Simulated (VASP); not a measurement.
Sr2Fe:

```
Sr Fe
1.0
     0.00000    3.30134    3.30134
     3.30134    0.00000    3.30134
     3.30134    3.30134    0.00000
Sr Fe
2 1
Direct
  0.25000 0.25000 0.25000
  0.75000 0.75000 0.75000
  0.00000 0.00000 0.00000
```

The cell was built by a generator and needn't be a form met in nature.

- Program: VASP 6.6.1
- Task: relaxation of cell and atoms
- Functional: r2SCAN
- Dispersion: D3(BJ)
- Potentials or basis: VASP PAW PBE potentials, release 64 (Sr_sv, Fe)
- Cutoff: 600 eV
- k mesh: 7 × 7 × 7
- Occupations: methfessel-paxton, width 0.1 eV
- Spin: collinear spin, ferromagnetic start
- Starting moments: [0.0, 0.0, 3.0] μB

At the start: pressure 17.4 GPa; volume 23.99 Å³/atom.

**Question.** Where does the relaxation end?

**Answer.** Over 6 steps the energy falls by 597.1 meV/atom and the volume is 39.08 Å³/atom (+62.9 %); space group Fm-3m (No. 225, to 0.05 Å); moment 2.66 μB per cell.

Step by step:
```csv
step,energy change (eV),largest force (eV/Å),pressure (GPa),volume (Å³)
1,0.0000,0.0000,17.43,71.96
2,-1.6755,0.0000,2.86,102.71
3,-1.7856,0.0000,0.53,113.61
4,-1.7911,0.0000,0.07,116.55
5,-1.7911,0.0000,-0.08,117.59
6,-1.7912,0.0000,-0.03,117.25
```

Final structure:
```xyz
3
Lattice="0.0000 3.8847 3.8847 3.8847 0.0000 3.8847 3.8847 3.8847 0.0000" Properties=species:S:1:pos:R:3 pbc="T T T"
Sr    1.9423    1.9423    1.9423
Sr    5.8270    5.8270    5.8270
Fe    0.0000    3.8847    3.8847
```

Caveat: the volume moved by over 15 % at a fixed basis, so the end points are rough; the PAW data sets were made with another functional, which shifts forces and pressure a little; pairwise dispersion overbinds metals, which lowers pressure and volume.
